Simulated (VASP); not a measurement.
Input:

```
BaHfO3
1.0
    4.06141     0.00000     0.00000
    0.00000     4.06141     0.00000
    0.00000     0.00000     4.06141
Ba Hf O
1 1 3
Direct
  0.00000   0.00000   0.00000
  0.50000   0.50000   0.50000
  0.50000   0.00000   0.50000
  0.00000   0.50000   0.50000
  0.50000   0.50000   0.00000
```

All values below come from PBE GGA, VASP's PBE PAW potentials (set 64) (plane waves; VASP). Settings: 620 eV cut-off, 6×6×6 Γ-centred mesh, Gaussian smearing of 0.050 eV, potentials Ba_sv Hf_pv O.

Unless said otherwise, spin-orbit coupling is left out, though it shifts the bands of the heavy elements here.

Predict the energy per atom (σ→0), pressure, band gap (on the k-mesh) with the smallest direct gap where there is one.

```
Property                                      Value
-----------------------------------  --------------
band gap (on the k-mesh)                    3.73 eV
smallest direct gap (on the k-mesh)         3.84 eV
energy per atom (σ→0)                -8.630 eV/atom
pressure                                  20.00 GPa
```

Total energies compare only between runs with the same potentials, cut-off and functional.

The compound is BaHfO3 in the cubic perovskite structure. It was relaxed first under an external pressure of 20 GPa.
